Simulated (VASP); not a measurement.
**YSi with PBEsol: from relaxation to properties**

What structure and properties does PBEsol give YSi, and how near are they to the measured ones? The steps: relaxing cell and atoms (PBEsol), second relaxation, density, ELF and potential (PBEsol), band structure (PBEsol), density of states (PBEsol), bands along the symmetry lines (PBEsol + SOC), volume scan with PBEsol, fit for PBEsol and optical spectrum (PBEsol). The start is a computed cell from the Materials Project.

Program: VASP 6.6.1. Level of theory: PBEsol; plane waves and PAW (Y_sv, Si), in the first sound run; inputs show where later runs differ. Results are calculated unless marked as measured.

**What experiment says.**

“Fermi surface studies of a non-trivial topological compound YSi” (2021, arxiv:2102.04113) reports for YSi, orthorhombic Cmcm, by powder XRD, Rietveld (crushed Czochralski single crystal, 300 K): lattice constant a 4.26 Å; lattice constant b 10.53 Å; lattice constant c 3.83 Å.

## 1. Starting point

Before any relaxation, the start is as follows. Symmetry: Cmcm, No. 63, orthorhombic system. The conventional cell has a = 4.287 Å, b = 10.568 Å, c = 3.834 Å, α = 90.00°, β = 90.00°, γ = 90.00°. Y has 7 Si at 2.96 to 3.13 Å nearest. Nearest to Si lie 2 Si at 2.49 Å and 7 Y at 2.96 to 3.13 Å. Farther neighbours are not listed.

As a file:

```cif
data_structure
_symmetry_space_group_name_H-M 'Cmcm'
_symmetry_Int_Tables_number 63
_cell_length_a 4.2866
_cell_length_b 10.5675
_cell_length_c 3.8337
_cell_angle_alpha 90.000
_cell_angle_beta 90.000
_cell_angle_gamma 90.000
_cell_volume 173.66
loop_
_atom_site_label
_atom_site_type_symbol
_atom_site_symmetry_multiplicity
_atom_site_Wyckoff_symbol
_atom_site_fract_x
_atom_site_fract_y
_atom_site_fract_z
_atom_site_occupancy
Y1 Y 4 c 0.50000 0.35937 0.75000 1
Si1 Si 4 c 0.50000 0.07552 0.75000 1
```

## 2. Relaxing cell and atoms (PBEsol)

The start need not lie at this functional's minimum. ISIF = 3 frees volume, shape and positions, and EDIFFG sets the threshold on forces and stress at which the search stops. PBEsol restores the gradient expansion of exchange and is tuned for the cells of solids.

INCAR reads:

```
SYSTEM = YSi
PREC = Accurate
ENCUT = 400
EDIFF = 1E-06
NELM = 100
ISMEAR = 0
SIGMA = 0.05
LREAL = .FALSE.
ALGO = Normal
GGA = PS
NBANDS = 21
LASPH = .TRUE.
LORBIT = 11
LWAVE = .FALSE.
LCHARG = .FALSE.
KPAR = 4
IBRION = 2
NSW = 60
ISIF = 3
EDIFFG = -0.01
```

POSCAR reads:

```
YSi
1.0
    2.1432990152     -5.2837738283      0.0000000000
    2.1432990152      5.2837738283      0.0000000000
    0.0000000000      0.0000000000      3.8336549400
Y Si
2 2
Direct
    0.1406278200      0.8593721800      0.2500000000
    0.8593721800      0.1406278200      0.7500000000
    0.4244761200      0.5755238800      0.2500000000
    0.5755238800      0.4244761200      0.7500000000
```

KPOINTS reads:

```
Automatic mesh
0
Gamma
7 7 7
0 0 0
```

PAW data sets: Y_sv and Si (PBE family, release 64).

Command:

```
$ mpirun -np 4 vasp_std
```

Log:

```text
[banner, memory and clock lines left out]
running    4 mpi-ranks, on    1 nodes
 distrk:  each k-point on    1 cores,    4 groups
 distr:  one band on    1 cores,    1 groups

 POSCAR found type information on POSCAR Y Si
 POSCAR found :  2 types and       4 ions
|                                                                             |
|               ----> ADVICE to this user running VASP <----                  |
|                                                                             |
|     You enforced a specific xc type in the INCAR file but a different       |
|     [... a line on the potential file left out ...]
|     I HOPE YOU KNOW WHAT YOU ARE DOING!                                     |
|                                                                             |

 LDA part: xc-table for (Slater+PW92), standard interpolation
 POSCAR, INCAR and KPOINTS ok, starting setup
 FFT: planning ... GRIDC
 FFT: planning ... GRID_SOFT
 FFT: planning ... GRID
 WAVECAR not read
 entering main loop
       N       E                     dE             d eps       ncg     rms          rms(c)
DAV:   1     0.103816225401E+03    0.10382E+03   -0.12419E+04  2696   0.110E+03
DAV:   2    -0.206210586238E+02   -0.12444E+03   -0.11943E+03  3219   0.257E+02
DAV:   3    -0.298323017833E+02   -0.92112E+01   -0.90912E+01  4668   0.460E+01
DAV:   4    -0.301851726511E+02   -0.35287E+00   -0.35177E+00  3513   0.901E+00
DAV:   5    -0.301954429190E+02   -0.10270E-01   -0.10269E-01  4022   0.143E+00    0.402E+01
DAV:   6    -0.289339695172E+02    0.12615E+01   -0.29821E+00  3106   0.759E+00    0.278E+01
DAV:   7    -0.288752027492E+02    0.58767E-01   -0.22261E+00  3948   0.678E+00    0.532E+00
DAV:   8    -0.288117517005E+02    0.63451E-01   -0.63502E-01  3097   0.357E+00    0.145E+00
DAV:   9    -0.288098967571E+02    0.18549E-02   -0.30700E-02  3782   0.937E-01    0.378E-01
DAV:  10    -0.288098124476E+02    0.84310E-04   -0.21238E-03  3808   0.336E-01    0.701E-02
DAV:  11    -0.288097996868E+02    0.12761E-04   -0.10023E-04  3556   0.575E-02    0.628E-02
DAV:  12    -0.288097955929E+02    0.40939E-05   -0.32350E-05  3405   0.321E-02    0.451E-02
DAV:  13    -0.288097956923E+02   -0.99494E-07   -0.82385E-06  3264   0.173E-02
   1 F= -.28809796E+02 E0= -.28807266E+02  d E =-.288098E+02
 curvature:   0.00 expect dE= 0.000E+00 dE for cont linesearch  0.000E+00
 trial: gam= 0.00000 g(F)=  0.982E-03 g(S)=  0.803E-01 ort = 0.000E+00 (trialstep = 0.100E+01)
 search vector abs. value=  0.813E-01
 bond charge predicted
       N       E                     dE             d eps       ncg     rms          rms(c)
DAV:   1    -0.292186637455E+02   -0.40887E+00   -0.96446E+00  3598   0.196E+01    0.624E+00
DAV:   2    -0.289139509147E+02    0.30471E+00   -0.10967E+00  3166   0.653E+00    0.261E+00
DAV:   3    -0.287943175827E+02    0.11963E+00   -0.72039E-01  4277   0.424E+00    0.202E+00
DAV:   4    -0.288050126791E+02   -0.10695E-01   -0.62657E-02  3703   0.113E+00    0.198E+00
DAV:   5    -0.288176481886E+02   -0.12636E-01   -0.26032E-02  4312   0.526E-01    0.506E-01
DAV:   6    -0.288171525810E+02    0.49561E-03   -0.26470E-03  3801   0.348E-01    0.238E-01
DAV:   7    -0.288181821670E+02   -0.10296E-02   -0.35144E-04  3447   0.132E-01    0.112E-01
DAV:   8    -0.288184824642E+02   -0.30030E-03   -0.48997E-04  3941   0.110E-01    0.500E-02
DAV:   9    -0.288184807699E+02    0.16943E-05   -0.45138E-05  3740   0.362E-02    0.376E-03
DAV:  10    -0.288184812975E+02   -0.52757E-06   -0.23934E-06  2848   0.796E-03
   2 F= -.28818481E+02 E0= -.28815975E+02  d E =-.868561E-02
[...]
3 F= -.28833112E+02 E0= -.28830590E+02  d E =-.233161E-01
[...]
4 F= -.28833690E+02 E0= -.28831272E+02  d E =-.578264E-03
[...]
5 F= -.28833842E+02 E0= -.28831578E+02  d E =-.730121E-03
[...]
6 F= -.28833882E+02 E0= -.28831571E+02  d E =-.770486E-03
 curvature:  -0.89 expect dE=-0.450E-04 dE for cont linesearch -0.979E-07
 trial: gam= 0.07110 g(F)=  0.265E-04 g(S)=  0.243E-04 ort =-0.969E-05 (trialstep = 0.110E+01)
 search vector abs. value=  0.537E-04
 bond charge predicted
       N       E                     dE             d eps       ncg     rms          rms(c)
DAV:   1    -0.288339219291E+02   -0.38682E-04   -0.47824E-03  2708   0.520E-01    0.602E-02
DAV:   2    -0.288339249495E+02   -0.30204E-05   -0.29971E-04  3260   0.109E-01    0.259E-02
DAV:   3    -0.288339148238E+02    0.10126E-04   -0.24890E-05  3227   0.354E-02    0.569E-03
DAV:   4    -0.288339142426E+02    0.58117E-06   -0.29231E-06  3080   0.112E-02
   7 F= -.28833914E+02 E0= -.28831605E+02  d E =-.319933E-04
 trial-energy change:   -0.000032  1 .order   -0.000033   -0.000055   -0.000011
 step:   1.3845(harm=  1.3845)  dis= 0.00115  next Energy=   -28.833917 (dE=-0.346E-04)
 reached required accuracy - stopping structural energy minimisation
```

Run time: 2 min. Hardware: 4 MPI ranks of AMD EPYC 7R43, shared host; peak memory 0.96 GiB; 8.1 min of CPU time.

Lines that name or quote the potential files are left out of all logs, and their timing lines are given in words.

From OUTCAR (step 2):

```text
ion  position               nearest neighbor table
   1  0.141  0.859  0.250-   4 2.96   4 2.96   4 2.96   4 2.96   3 3.00   3 3.13   3 3.13   2 3.54
                             2 3.54   2 3.69   2 3.69   2 3.69   2 3.69
   2  0.859  0.141  0.750-   3 2.96   3 2.96   3 2.96   3 2.96   4 3.00   4 3.13   4 3.13   1 3.54
                             1 3.54   1 3.69   1 3.69   1 3.69   1 3.69
   3  0.424  0.576  0.250-   4 2.49   4 2.49   2 2.96   2 2.96   2 2.96   2 2.96   1 3.00   1 3.13
                             1 3.13
   4  0.576  0.424  0.750-   3 2.49   3 2.49   1 2.96   1 2.96   1 2.96   1 2.96   2 3.00   2 3.13
                             2 3.13

  LATTYP: Found a base centered orthorhombic cell.
 ALAT       =     4.2865980304
 B/A-ratio  =     2.4652527673
 C/A-ratio  =     0.8943350678

 Subroutine GETGRP returns: Found  8 space group operations
 (whereof  4 operations were pure point group operations)

The static configuration has the point symmetry C_2h.
 The point group associated with its full space group is D_2h.

 Found     64 irreducible k-points:

   k-points           NKPTS =     64   k-points in BZ     NKDIM =     64   number of bands    NBANDS=     21

   dimension x,y,z NGX =    40 NGY =   40 NGZ =   28
   dimension x,y,z NGXF=    80 NGYF=   80 NGZF=   56

   ENCUT  =  400.0 eV  29.40 Ry    5.42 a.u.   9.30  9.30  6.25*2*pi/ulx,y,z

   NELECT =      30.0000    total number of electrons

 k-points in reciprocal lattice and weights: Automatic mesh
   0.00000000  0.00000000  0.00000000       0.003
   0.14285714  0.00000000  0.00000000       0.012
   0.28571429  0.00000000  0.00000000       0.012
   0.42857143  0.00000000  0.00000000       0.012
   0.14285714  0.14285714  0.00000000       0.006
   0.28571429  0.14285714  0.00000000       0.012
   0.42857143  0.14285714  0.00000000       0.012
  -0.42857143  0.14285714  0.00000000       0.012
  -0.28571429  0.14285714  0.00000000       0.012
[...]
0.42857143  0.42857143  0.42857143       0.012
  -0.42857143  0.42857143  0.42857143       0.012

 average (electrostatic) potential at core
       1 -34.2456       2 -34.2456       3 -83.1547       4 -83.1547

 E-fermi :   5.6509

 k-point     1 :       0.0000    0.0000    0.0000
  band No.  band energies     occupation
    ...
     10      -0.3819      2.00000
     11       2.8351      2.00000
     12       3.3107      2.00000
     13       3.9833      2.00000
     14       4.2929      2.00000
     15       5.8532      0.00000
     16       6.4240      0.00000
     17       7.3791      0.00000
     18       8.2217      0.00000
     19       8.2611      0.00000
    ...

 k-point     2 :       0.1429    0.0000    0.0000
  band No.  band energies     occupation
    ...
     10      -0.2640      2.00000
     11       2.1043      2.00000
     12       3.8471      2.00000
     13       3.8552      2.00000
     14       4.3013      2.00000
     15       5.9372      0.00000
     16       6.2553      0.00000
     17       6.9413      0.00000
     18       7.3792      0.00000
     19       8.4059      0.00000
    ...

 k-point     3 :       0.2857    0.0000    0.0000
  band No.  band energies     occupation
    ...
     10      -0.0013      2.00000
     11       1.5339      2.00000
     12       3.5431      2.00000
     13       3.6083      2.00000
     14       4.1051      2.00000
     15       6.0790      0.00000
     16       6.4213      0.00000
     17       6.9533      0.00000
     18       7.2069      0.00000
     19       7.5909      0.00000
    ...

  Total        0.0124642     -0.0096475     -0.0103407      0.0000000      0.0000000      0.0000000
  in kB        0.2369997     -0.1834419     -0.1966227      0.0000000      0.0000000      0.0000000
  external PRESSURE =      -0.0476883 kB  Pullay stress =       0.0000000 kB

  energy-cutoff  :      400.00
  volume of cell :       84.26
      direct lattice vectors                 reciprocal lattice vectors
     2.115471321 -5.223720250  0.000000000     0.236353949 -0.095717224  0.000000000
     2.115471321  5.223720250 -0.000000000     0.236353949  0.095717224 -0.000000000
     0.000000000  0.000000000  3.812515920     0.000000000  0.000000000  0.262293987

 POSITION                                       TOTAL-FORCE (eV/Angst)
 -----------------------------------------------------------------------------------
      2.11547      3.75991      0.95313         0.000000      0.006844     -0.000000
      2.11547     -3.75991      2.85939         0.000000     -0.006844      0.000000
      2.11547      0.79622      0.95313         0.000000      0.000600     -0.000000
      2.11547     -0.79622      2.85939         0.000000     -0.000600      0.000000
 -----------------------------------------------------------------------------------
    total drift:                               -0.000000     -0.000000     -0.000000

  FREE ENERGIE OF THE ION-ELECTRON SYSTEM (eV)
  ---------------------------------------------------
  free  energy   TOTEN  =       -28.8339142426 eV

  energy  without entropy=      -28.8292960062  energy(sigma->0) =      -28.83160512

 reached required accuracy - stopping structural energy minimisation

 total charge
# of ion       s       p       d       f       tot
--------------------------------------------------
    1        2.188   6.384   1.097   0.029   9.698
    2        2.188   6.384   1.097   0.029   9.698
    3        0.763   0.911   0.000   0.000   1.674
    4        0.763   0.911   0.000   0.000   1.674
--------------------------------------------------
tot          5.903  14.589   2.194   0.058  22.744

[... 3 further parts left out ...]
```

CONTCAR:

```
YSi
   1.00000000000000
     2.1154713213786018   -5.2237202498023940    0.0000000000000000
     2.1154713213786018    5.2237202498023940   -0.0000000000000000
     0.0000000000000000    0.0000000000000000    3.8125159197950085
  Y               Si
     2     2
Direct
     0.1401117856267286    0.8598882143732713    0.2500000000000000
     0.8598882143732713    0.1401117856267286    0.7500000000000000
     0.4237875937621625    0.5762124062378374    0.2500000000000000
     0.5762124062378374    0.4237875937621625    0.7500000000000000
```

The k-mesh is coarse for a metal. The PAW data sets were made with PBE, which is usual practice but a small mismatch for other functionals. The run keeps the 8 symmetry operations of its start, so it cannot find a distortion of lower symmetry.

Relaxation path:

| step | energy less that of the first step (eV) | largest force (eV/Å) | pressure (GPa) | volume (Å³) |
| --- | --- | --- | --- | --- |
| 1 | 0.0000 | 0.0895 | -2.74 | 86.83 |
| 2 | -0.0087 | 0.0743 | 2.44 | 82.25 |
| 3 | -0.0233 | 0.0611 | 0.04 | 84.23 |
| 4 | -0.0239 | 0.0335 | 0.01 | 84.24 |
| 5 | -0.0240 | 0.0134 | -0.01 | 84.26 |
| 6 | -0.0241 | 0.0155 | 0.00 | 84.25 |
| 7 | -0.0241 | 0.0068 | 0.00 | 84.26 |

| conventional cell, symmetrised | before | after | change |
| --- | --- | --- | --- |
| a (Å) | 4.287 | 4.231 | -1.3 % |
| b (Å) | 10.568 | 10.447 | -1.1 % |
| c (Å) | 3.834 | 3.813 | -0.6 % |
| volume (Å³/atom) | 21.71 | 21.07 | -3.0 % |

The relaxed structure:

```xyz
4
Lattice="2.1155 -5.2237 0.0000 2.1155 5.2237 0.0000 0.0000 0.0000 3.8125" Properties=species:S:1:pos:R:3 pbc="T T T"
Y     2.1155    3.7599    0.9531
Y     2.1155   -3.7599    2.8594
Si    2.1155    0.7962    0.9531
Si    2.1155   -0.7962    2.8594
```

This step gave:

```
electrons                       : 30
bands                           : 21
irreducible k-points            : 64
symmetry operations             : 8
free energy (TOTEN)             : -28.83 eV
energy at zero smearing         : -28.83 eV
Fermi energy                    : 5.651 eV
pressure                        : -0.004769 GPa
metallic                        : yes
SCF cycles over all ionic steps : 51
```

It ends with a largest force of 0.007 eV/Å and a pressure of 0.00 GPa.

## 3. Second relaxation

A relaxation keeps the plane waves of the cell it began with, so it is repeated from the new cell, on a basis made for it.

INCAR is that of step 2.

POSCAR reads:

```
YSi
1.0
    2.1154713214     -5.2237202498      0.0000000000
    2.1154713214      5.2237202498      0.0000000000
    0.0000000000      0.0000000000      3.8125159198
Y Si
2 2
Direct
    0.1401117856      0.8598882144      0.2500000000
    0.8598882144      0.1401117856      0.7500000000
    0.4237875938      0.5762124062      0.2500000000
    0.5762124062      0.4237875938      0.7500000000
```

KPOINTS is that of step 2.

Command:

```
$ mpirun -np 4 vasp_std
```

Log:

```text
[banner, memory and clock lines left out]
running    4 mpi-ranks, on    1 nodes
 distrk:  each k-point on    1 cores,    4 groups
 distr:  one band on    1 cores,    1 groups

 POSCAR found type information on POSCAR Y Si
 POSCAR found :  2 types and       4 ions
 [... a notice as in an earlier step ...]

 LDA part: xc-table for (Slater+PW92), standard interpolation
 POSCAR, INCAR and KPOINTS ok, starting setup
 FFT: planning ... GRIDC
 FFT: planning ... GRID_SOFT
 FFT: planning ... GRID
 WAVECAR not read
 entering main loop
       N       E                     dE             d eps       ncg     rms          rms(c)
DAV:   1     0.103155841569E+03    0.10316E+03   -0.12683E+04  2696   0.111E+03
DAV:   2    -0.207523993042E+02   -0.12391E+03   -0.11943E+03  3173   0.256E+02
DAV:   3    -0.298001258312E+02   -0.90477E+01   -0.89421E+01  4699   0.458E+01
DAV:   4    -0.301700036307E+02   -0.36988E+00   -0.36864E+00  3500   0.913E+00
DAV:   5    -0.301799685208E+02   -0.99649E-02   -0.99633E-02  3984   0.142E+00    0.425E+01
DAV:   6    -0.289534660385E+02    0.12265E+01   -0.28422E+00  3084   0.757E+00    0.291E+01
DAV:   7    -0.289028662639E+02    0.50600E-01   -0.22605E+00  4000   0.689E+00    0.518E+00
DAV:   8    -0.288356014267E+02    0.67265E-01   -0.69030E-01  3059   0.375E+00    0.155E+00
DAV:   9    -0.288333682399E+02    0.22332E-02   -0.34471E-02  3756   0.977E-01    0.384E-01
DAV:  10    -0.288332662364E+02    0.10200E-03   -0.23395E-03  3799   0.359E-01    0.772E-02
DAV:  11    -0.288332539792E+02    0.12257E-04   -0.10737E-04  3586   0.617E-02    0.671E-02
DAV:  12    -0.288332496240E+02    0.43551E-05   -0.31251E-05  3384   0.326E-02    0.505E-02
DAV:  13    -0.288332497052E+02   -0.81173E-07   -0.89288E-06  3289   0.185E-02
   1 F= -.28833250E+02 E0= -.28830941E+02  d E =-.288332E+02
 curvature:   0.00 expect dE= 0.000E+00 dE for cont linesearch  0.000E+00
 trial: gam= 0.00000 g(F)=  0.454E-05 g(S)=  0.567E-05 ort = 0.000E+00 (trialstep = 0.100E+01)
 search vector abs. value=  0.102E-04
 reached required accuracy - stopping structural energy minimisation
```

Elapsed: 31 s, on 4 MPI ranks; peak memory 0.9 GiB; 2 min of CPU time.

Parts of OUTCAR (step 3):

```text
  LATTYP: Found a base centered orthorhombic cell.
 ALAT       =     4.2309426428
 B/A-ratio  =     2.4692938150
 C/A-ratio  =     0.9011031918

 Found     64 irreducible k-points:

   ENCUT  =  400.0 eV  29.40 Ry    5.42 a.u.   9.19  9.19  6.22*2*pi/ulx,y,z

   NELECT =      30.0000    total number of electrons

 E-fermi :   5.6509

 k-point     1 :       0.0000    0.0000    0.0000
  band No.  band energies     occupation
    ...
     10      -0.3820      2.00000
     11       2.8349      2.00000
     12       3.3106      2.00000
     13       3.9831      2.00000
     14       4.2929      2.00000
     15       5.8532      0.00000
     16       6.4239      0.00000
     17       7.3791      0.00000
     18       8.2218      0.00000
     19       8.2611      0.00000
    ...

 k-point     2 :       0.1429    0.0000    0.0000
  band No.  band energies     occupation
    ...
     10      -0.2641      2.00000
     11       2.1042      2.00000
     12       3.8470      2.00000
     13       3.8550      2.00000
     14       4.3013      2.00000
     15       5.9371      0.00000
     16       6.2553      0.00000
     17       6.9413      0.00000
     18       7.3792      0.00000
     19       8.4059      0.00000
    ...

  Total        0.0097866     -0.0159400     -0.0109817      0.0000000      0.0000000      0.0000000
  in kB        0.1860868     -0.3030882     -0.2088097      0.0000000      0.0000000      0.0000000
  external PRESSURE =      -0.1086037 kB  Pullay stress =       0.0000000 kB

  energy-cutoff  :      400.00
  volume of cell :       84.26
      direct lattice vectors                 reciprocal lattice vectors
     2.115471321 -5.223720250  0.000000000     0.236353949 -0.095717224  0.000000000
     2.115471321  5.223720250  0.000000000     0.236353949  0.095717224  0.000000000
     0.000000000  0.000000000  3.812515920     0.000000000  0.000000000  0.262293987

 POSITION                                       TOTAL-FORCE (eV/Angst)
 -----------------------------------------------------------------------------------
      2.11547      3.75991      0.95313         0.000000      0.006821     -0.000000
      2.11547     -3.75991      2.85939         0.000000     -0.006821     -0.000000
      2.11547      0.79622      0.95313         0.000000      0.000730     -0.000000
      2.11547     -0.79622      2.85939         0.000000     -0.000730      0.000000
 -----------------------------------------------------------------------------------
    total drift:                                0.000000      0.000000      0.000000

  FREE ENERGIE OF THE ION-ELECTRON SYSTEM (eV)
  ---------------------------------------------------
  free  energy   TOTEN  =       -28.8332497052 eV

  energy  without entropy=      -28.8286314056  energy(sigma->0) =      -28.83094056

[... 6 parts as in an earlier step ...]

[... 7 further parts left out ...]
```

Little changed from the start: no atom moved by 0.005 Å and no cell edge by 0.1 %.

This step gave:

```
pressure                        : -0.01086 GPa
SCF cycles over all ionic steps : 13
```

It ends with a largest force of 0.007 eV/Å and a pressure of -0.01 GPa. The volume moved by under 0.01 %: the run met its threshold at the first step.

(Part 1 of 5 ends here.)

[Lines on the potential files, build, host, timing and source positions are cut from VASP's logs without a mark.]

[Logs are printed without paths, hosts, clocks, repeated set-up lines and the standing remarks that a program may print on its own settings, such as how far it seeks lower states.]

[Hosts, paths, dates, database ids (printed as entryN), source tags and the programs' standing remarks are cut or masked in the printed files.]

[A measured line is paired with the nearest computed mode of its activity, which favours agreement.]
